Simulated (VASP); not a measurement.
VASP ran on this input.

**INCAR**
```
SYSTEM = TiAl
PREC = Accurate
ENCUT = 520
EDIFF = 1E-6
NELM = 100
ALGO = Normal
LREAL = .FALSE.
LASPH = .TRUE.
ISMEAR = 1
SIGMA = 0.1
GGA = 91
LMAXMIX = 4
LWAVE = .FALSE.
LCHARG = .FALSE.
IBRION = 2
ISIF = 3
NSW = 60
EDIFFG = -0.01
```

**POSCAR**
```
TiAl
1
    2.8300000000     0.0000000000     0.0000000000
    0.0000000000     2.8300000000     0.0000000000
    0.0000000000     0.0000000000     4.0700000000
Ti Al
1 1
Direct
  0.0000000000   0.0000000000   0.0000000000
  0.5000000000   0.5000000000   0.5000000000
```

KPOINTS:
```
Automatic mesh
0
Gamma
  12 12 8
0 0 0
```

POTCAR, in this order: Ti_sv Al (PBE.64 set). Program: vasp_std.

Question: Write an equivalent input for Quantum ESPRESSO's pw.x.

Answer: One equivalent input (not run):
```
&CONTROL
  calculation = 'vc-relax'
  pseudo_dir = './pseudo'
  outdir = './out'
  tprnfor = .true.
  tstress = .true.
  nstep = 60
  forc_conv_thr = 0.00039
/
&SYSTEM
  ibrav = 0
  nat = 2
  ntyp = 2
  ecutwfc = 84
  occupations = 'smearing'
  smearing = 'methfessel-paxton'
  degauss = 0.00735
  input_dft = 'pw91'
/
&ELECTRONS
  conv_thr = 7.3e-08
  electron_maxstep = 100
/
&IONS
/
&CELL
/
ATOMIC_SPECIES
  Ti 47.867 Ti.upf
  Al 26.982 Al.upf
CELL_PARAMETERS angstrom
     2.8300000    0.0000000    0.0000000
     0.0000000    2.8300000    0.0000000
     0.0000000    0.0000000    4.0700000
ATOMIC_POSITIONS crystal
  Ti   0.0000000  0.0000000  0.0000000
  Al   0.5000000  0.5000000  0.5000000
K_POINTS automatic
  12 12 8 0 0 0
```
The two are equivalent in intent, not identical: the potentials are each code's own (VASP's PAW set, PseudoDojo norm-conserving files in pw.x), so ENCUT and ecutwfc are chosen apart and not converted; conv_thr bounds pw.x's estimated SCF error, while EDIFF bounds the energy change between steps; forc_conv_thr acts on force components and is met together with etot_conv_thr.

The compound is TiAl in the L1_0 structure. This run relaxes it. Symmetry was kept, so distortions that lower it aren't found.
